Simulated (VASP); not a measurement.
# SrMg (Fm-3m) in VASP: a series of runs

The runs below take SrMg through single point, with LDA.

All numbers are computed with VASP 6.6.1; they aren't measurements. Logs are shortened: lines on timing, memory, paths and dates and some standing lists are left out, and cuts for length are marked.

## Step 1: Starting point

It takes space group Fm-3m (No. 225, cubic). The conventional cell has a = 6.999 Å, b = 6.999 Å, c = 6.999 Å, α = 90.00°, β = 90.00°, γ = 90.00°. Sr (site symmetry m-3m) is surrounded by 6 Mg at 3.50 Å. Mg (site symmetry m-3m) has 6 Sr at 3.50 Å as nearest neighbours.

The cell comes from a database or a generator and needn't be the stable form of this composition.

## Step 2: Single point, LDA

The input, INCAR:

```
SYSTEM = SrMg
PREC = Accurate
ENCUT = 520
EDIFF = 1E-6
ISMEAR = 0
SIGMA = 0.15
LREAL = .False.
LASPH = .True.
NELM = 100
ALGO = Normal
ISIF = 2
LWAVE = .False.
LCHARG = .False.
NBANDS = 13
```

The input, KPOINTS:

```
Automatic mesh
0
Gamma
  12 12 12
  0 0 0
```

The input, POSCAR:

```
SrMg
1.0
    0.0000000000      3.4995140000      3.4995140000
    3.4995140000      0.0000000000      3.4995140000
    3.4995140000      3.4995140000      0.0000000000
Sr Mg
1 1
Direct
    0.5000000000      0.5000000000      0.5000000000
    0.0000000000      0.0000000000      0.0000000000
```

Potentials or basis: VASP PAW LDA potentials, release 64 (Sr_sv, Mg).

Run with:

```
$ cat potpaw_LDA.64/Sr_sv/POTCAR potpaw_LDA.64/Mg/POTCAR > POTCAR
$ mpirun -np 1 vasp_std > vasp.out
```

OUTCAR:

```text
SYSTEM = SrMg
   PREC = Accurate
   ENCUT = 520
   EDIFF = 1E-6
   ISMEAR = 0
   LREAL = .False.
   LASPH = .True.
   NELM = 100
   ISIF = 2

 ion  position               nearest neighbor table
   1  0.500  0.500  0.500-   2 3.50   2 3.50   2 3.50   2 3.50   2 3.50   2 3.50
   2  0.000  0.000  0.000-   1 3.50   1 3.50   1 3.50   1 3.50   1 3.50   1 3.50

  LATTYP: Found a face centered cubic cell.
 ALAT       =     6.9990280000

  Lattice vectors:

 A1 = (   0.0000000000,   3.4995140000,   3.4995140000)
 A2 = (   3.4995140000,   0.0000000000,   3.4995140000)
 A3 = (   3.4995140000,   3.4995140000,   0.0000000000)

Analysis of symmetry for initial positions (statically):
=====================================================================
 Subroutine PRICEL returns:
 Original cell was already a primitive cell.

 Routine SETGRP: Setting up the symmetry group for a
 face centered cubic supercell.

 Subroutine GETGRP returns: Found 48 space group operations
 (whereof 48 operations were pure point group operations)
 out of a pool of 48 trial point group operations.

The static configuration has the point symmetry O_h .

Analysis of symmetry for dynamics (positions and initial velocities):
=====================================================================
 Subroutine PRICEL returns:
 Original cell was already a primitive cell.

 Routine SETGRP: Setting up the symmetry group for a
 face centered cubic supercell.

 Subroutine GETGRP returns: Found 48 space group operations
 (whereof 48 operations were pure point group operations)
 out of a pool of 48 trial point group operations.

The dynamic configuration has the point symmetry O_h .

 Subroutine INISYM returns: Found 48 space group operations
 (whereof 48 operations are pure point group operations),
 and found     1 'primitive' translations

----------------------------------------------------------------------------------------

                                     Primitive cell

  volume of cell :      85.7143

  direct lattice vectors                    reciprocal lattice vectors
     0.000000000  3.499514000  3.499514000    -0.142876982  0.142876982  0.142876982
     3.499514000  0.000000000  3.499514000     0.142876982 -0.142876982  0.142876982
     3.499514000  3.499514000  0.000000000     0.142876982  0.142876982 -0.142876982

  length of vectors
     4.949060161  4.949060161  4.949060161     0.247470193  0.247470193  0.247470193

  position of ions in fractional coordinates (direct lattice)
     0.500000000  0.500000000  0.500000000
     0.000000000  0.000000000  0.000000000

  ion indices of the primitive-cell ions
   primitive index   ion index
                 1           1
                 2           2

----------------------------------------------------------------------------------------

 KPOINTS: Automatic mesh

Automatic generation of k-mesh.
 Grid dimensions read from file:
 generate k-points for:   12   12   12

 Generating k-lattice:

  Cartesian coordinates                     Fractional coordinates (reciprocal lattice)
    -0.011906415  0.011906415  0.011906415     0.083333333  0.000000000  0.000000000
     0.011906415 -0.011906415  0.011906415     0.000000000  0.083333333  0.000000000
     0.011906415  0.011906415 -0.011906415     0.000000000  0.000000000  0.083333333

  Length of vectors
     0.020622516  0.020622516  0.020622516

  Shift w.r.t. Gamma in fractional coordinates (k-lattice)
     0.000000000  0.000000000  0.000000000

 Subroutine IBZKPT returns following result:
 ===========================================

 Found     72 irreducible k-points:

 Following reciprocal coordinates:
            Coordinates               Weight
  0.000000  0.000000  0.000000      1.000000
  0.083333  0.000000  0.000000      8.000000
  0.166667  0.000000  0.000000      8.000000
  0.250000  0.000000  0.000000      8.000000
  0.333333  0.000000  0.000000      8.000000
  0.416667  0.000000  0.000000      8.000000
[... 16 lines left out ...]
  0.500000  0.166667  0.000000     24.000000
 -0.416667  0.166667  0.000000     24.000000
 [... further k-points ...]
   k-points           NKPTS =     72   k-points in BZ     NKDIM =     72   number of bands    NBANDS=     13
   number of dos      NEDOS =    301   number of ions     NIONS =      2
   total plane-waves  NPLWV =  64000
   dimension x,y,z NGX =    40 NGY =   40 NGZ =   40
   dimension x,y,z NGXF=    80 NGYF=   80 NGZF=   80
   ions per type =               1   1
   NGX,Y,Z   is equivalent  to a cutoff of  13.44, 13.44, 13.44 a.u.
   NGXF,Y,Z  is equivalent  to a cutoff of  26.87, 26.87, 26.87 a.u.
 SYSTEM =  SrMg
   PREC   = accura    normal or accurate (medium, high low for compatibility)
   ISTART =      0    job   : 0-new  1-cont  2-samecut
   ICHARG =      2    charge: 1-file 2-atom 10-const
   ISPIN  =      1    spin polarized calculation?
   LNONCOLLINEAR =      F non collinear calculations
   LSORBIT =      F    spin-orbit coupling
   LASPH  =      T    aspherical Exc in radial PAW
   ENCUT  =  520.0 eV  38.22 Ry    6.18 a.u.   9.20  9.20  9.20*2*pi/ulx,y,z
   NELM   =    100;   NELMIN=  2; NELMDL= -5     # of ELM steps
   EDIFF  = 0.1E-05   stopping-criterion for ELM
   LREAL  =      F    real-space projection
   EDIFFG = 0.1E-04   stopping-criterion for IOM
   NSW    =      0    number of steps for IOM
   IBRION =     -1    ionic relax: 0-MD 1-quasi-New 2-CG
   NFREE  =      0    steps in history (QN), initial steepest desc. (CG)
   ISIF   =      2    stress and relaxation
   ISYM   =      2    0-nonsym 1-usesym 2-fastsym
   POTIM  = 0.5000    time-step for ionic-motion
   TEBEG  =    0.0;   TEEND  =   0.0 temperature during run
   PSTRESS=    0.0 pullay stress
   NELECT =      12.0000    total number of electrons
   NUPDOWN=      -1.0000    fix difference up-down
   EMIN   =  10.00;   EMAX   =-10.00  energy-range for DOS
   EFERMI =   0.00;   METHOD = LEGACY
   ISMEAR =     0;   SIGMA  =   0.15  broadening in eV -4-tet -1-fermi 0-gaus
   EFERMI_NEDOS =   21; number of points for ismear=-14 and -15
   IALGO  =     38    algorithm
   IMIX   =      4    mixing-type and parameters
     AMIX     =   0.40;   BMIX     =  1.00
     AMIX_MAG =   1.60;   BMIX_MAG =  1.00
  volume/ion in A,a.u.               =      42.86       289.21
  Fermi-wavevector in a.u.,A,eV,Ry     =   0.850062  1.606385  9.831654  0.722606
  Thomas-Fermi vector in A             =   1.965981
   LORBIT       =      0    0 simple, 1 ext, 2 COOP (PROOUT), +10 PAW based schemes
   GGA     = CA    functional components
   LHFCALC =     F    Hartree Fock is set to
   AEXX    =    0.0000 exact exchange contribution
   IVDW    =     0    specifies the selected vdW correction
   LEPSILON=     F    determine dielectric tensor
   LRPA    =     F    only Hartree local field effects (RPA)
 non-spin polarized calculation
 Gauss-broadening in eV      SIGMA  =   0.15
  energy-cutoff  :      520.00
  volume of cell :       85.71
 maximum number of plane-waves:      2332
 NGX is ok and might be reduce to    40
   NGX = 19   NGY = 19   NGZ = 19

 number of electron      12.0000000 magnetization

 Free energy of the ion-electron system (eV)
  ---------------------------------------------------
  ext. energy  EPLUGINS =         0.00000000
  ---------------------------------------------------
  free energy    TOTEN  =        -3.25123889 eV

  energy without entropy =       -3.22816598  energy(sigma->0) =       -3.23970243

 E-fermi :   1.1120     XC(G=0):  -7.6043

 val. band max:        1.1109498080   @ k =  -0.1667   0.2500   0.0833
 cond. band min:       1.1145923569   @ k =  -0.3333   0.5000   0.1667
 fundamental gap:      0.0036425489
 Fermi energy:         1.1120460944

 k-point     1 :       0.0000    0.0000    0.0000
  band No.  band energies     occupation
      1     -35.1121      2.00000
      2     -17.1825      2.00000
      3     -17.1825      2.00000
      4     -17.1825      2.00000
      5      -3.3291      2.00000
      6       2.9857      0.00000
      7       2.9857      0.00000
      8       2.9857      0.00000
      9       3.6357      0.00000
     10       3.6357      0.00000
     11       4.8327      0.00000
     12       4.8327      0.00000
     13       4.8327      0.00000

 k-point     2 :       0.0833    0.0000    0.0000
  band No.  band energies     occupation
      1     -35.1120      2.00000
      2     -17.1857      2.00000
      3     -17.1830      2.00000
      4     -17.1830      2.00000
      5      -3.2556      2.00000
      6       2.7561      0.00000
      7       2.9838      0.00000
      8       2.9838      0.00000
      9       3.4760      0.00000
     10       3.4760      0.00000
     11       4.6953      0.00000
     12       5.1383      0.00000
     13       5.1383      0.00000

 k-point     3 :       0.1667    0.0000    0.0000
  band No.  band energies     occupation
      1     -35.1116      2.00000
      2     -17.1944      2.00000
      3     -17.1842      2.00000
      4     -17.1842      2.00000
      5      -3.0379      2.00000
      6       2.1748      0.00000
      7       2.8040      0.00000
      8       2.8040      0.00000
      9       3.4544      0.00000
     10       3.4544      0.00000
     11       4.4667      0.00000
     12       5.7530      0.00000
     13       5.7530      0.00000

 k-point     4 :       0.2500    0.0000    0.0000
  band No.  band energies     occupation
      1     -35.1112      2.00000
      2     -17.2061      2.00000
      3     -17.1858      2.00000
      4     -17.1858      2.00000
      5      -2.6846      2.00000
      6       1.4268      0.00300
      7       2.4951      0.00000
      8       2.4951      0.00000
      9       3.7187      0.00000
     10       3.7187      0.00000
     11       4.3307      0.00000
     12       6.3928      0.00000
     13       6.3928      0.00000

 k-point     5 :       0.3333    0.0000    0.0000
  band No.  band energies     occupation
      1     -35.1108      2.00000
      2     -17.2178      2.00000
      3     -17.1874      2.00000
      4     -17.1874      2.00000
      5      -2.2102      2.00000
      6       0.6337      1.99999
      7       2.2389      0.00000
      8       2.2389      0.00000
      9       4.1159      0.00000
     10       4.1159      0.00000
     11       4.3439      0.00000
     12       6.2701      0.00000
     13       6.7127      0.00000
[... 257 lines left out ...]
 k-point    22 :       0.4167    0.1667    0.0000
  band No.  band energies     occupation
      1     -35.1104      2.00000
      2     -17.2194      2.00000
      3     -17.1933      2.00000
      4     -17.1917      2.00000
      5      -1.8491      2.00000
      6       0.4927      2.00000
      7       1.6979      0.00000
      8       2.3188      0.00000
      9       3.5205      0.00000
     10       4.6107      0.00000
     11       4.7935      0.00000
     12       5.8653      0.00000
     13       6.1656      0.00000

 k-point    23 :       0.5000    0.1667    0.0000
  band No.  band energies     occupation
      1     -35.1102      2.00000
      2     -17.2245      2.00000
      3     -17.1957      2.00000
      4     -17.1918      2.00000
      5      -1.3249      2.00000
      6      -0.1545      2.00000
      7       1.5870      0.00001
      8       2.1763      0.00000
      9       3.7943      0.00000
     10       4.7616      0.00000
     11       4.8577      0.00000
     12       5.8397      0.00000
     13       5.9919      0.00000

 k-point    24 :      -0.4167    0.1667    0.0000
  band No.  band energies     occupation
      1     -35.1102      2.00000
      2     -17.2250      2.00000
      3     -17.1972      2.00000
      4     -17.1908      2.00000
      5      -1.1637      2.00000
      6      -0.3341      2.00000
      7       1.5422      0.00005
      8       2.1199      0.00000
      9       4.0785      0.00000
     10       4.6011      0.00000
     11       4.7547      0.00000
     12       6.0346      0.00000
     13       6.1429      0.00000

 [... further k-points ...]

------------------------ aborting loop because EDIFF is reached ----------------------------------------

  FORCE on cell =-STRESS in cart. coord.  units (eV):
  Direction    XX          YY          ZZ          XY          YZ          ZX
  --------------------------------------------------------------------------------------
  -------------------------------------------------------------------------------------
  Total       -0.7146961     -0.7146961     -0.7146961      0.0000000     -0.0000000      0.0000000
  in kB      -13.3591489    -13.3591489    -13.3591489      0.0000000     -0.0000000      0.0000000
  external PRESSURE =     -13.3591489 kB  Pullay stress =       0.0000000 kB

 VOLUME and BASIS-vectors are now :
 -----------------------------------------------------------------------------
  energy-cutoff  :      520.00
  volume of cell :       85.71
      direct lattice vectors                 reciprocal lattice vectors
     0.000000000  3.499514000  3.499514000    -0.142876982  0.142876982  0.142876982
     3.499514000  0.000000000  3.499514000     0.142876982 -0.142876982  0.142876982
     3.499514000  3.499514000  0.000000000     0.142876982  0.142876982 -0.142876982

 POSITION                                       TOTAL-FORCE (eV/Angst)
 -----------------------------------------------------------------------------------
      3.49951      3.49951      3.49951        -0.000000      0.000000      0.000000
      0.00000      0.00000      0.00000         0.000000     -0.000000     -0.000000
 -----------------------------------------------------------------------------------
    total drift:                               -0.000000     -0.000000      0.000000

  FREE ENERGIE OF THE ION-ELECTRON SYSTEM (eV)
  ---------------------------------------------------
  free  energy   TOTEN  =        -3.2512388853 eV

  energy  without entropy=       -3.2281659766  energy(sigma->0) =       -3.23970243
```

It took 29 s on 1 thread of Intel Xeon 6975P-C (Granite Rapids), shared host; peak memory 0.25 GiB.

What came out:

| Quantity | Value |
| --- | --- |
| Free energy | -3.2512 eV |
| Pressure | -1.3 GPa |
| Band gap on the k mesh | none (metal or under the smearing width) |

## Step 3: Single point, LDA

The input, INCAR:

```
SYSTEM = SrMg
  ALGO = Normal
  EDIFF = 1E-6
  ENCUT = 520
  GGA = CA
  ISIF = 2
  ISMEAR = 0
  LASPH = .TRUE.
  LCHARG = .FALSE.
  LREAL = .FALSE.
  LWAVE = .FALSE.
  NBANDS = 13
  NELM = 60
  PREC = Accurate
  SIGMA = 0.15
```

The input, KPOINTS:

```
k-points
0
G
  14 14 14
  0 0 0
```

POSCAR is that of step 2.

Potentials or basis: VASP PAW LDA potentials, release 64 (Sr_sv, Mg).

Run with:

```
$ cat potpaw_LDA.64/Sr_sv/POTCAR potpaw_LDA.64/Mg/POTCAR > POTCAR
$ mpirun -np 1 vasp_std > vasp.out
```

It took 43 s on 1 thread of Intel Xeon 6975P-C (Granite Rapids), shared host; peak memory 0.28 GiB.

It converged, with:

* Free energy: -3.2520 eV
* Pressure: -1.3 GPa
* Band gap on the k mesh: none (metal or under the smearing width)

Levels at points of the mesh, in eV from the Fermi level:
```csv
k point,band 3,band 4,band 5,band 6,band 7,band 8,band 9,band 10
"(0.00, 0.00, 0.00)",-18.29,-18.29,-4.44,1.87,1.87,1.87,2.52,2.52
"(0.50, 0.00, 0.00)",-18.30,-18.30,-2.28,-1.79,0.91,0.91,3.63,3.69
"(0.50, 0.50, 0.00)",-18.31,-18.31,-2.43,-0.59,0.50,1.79,1.79,2.48
```
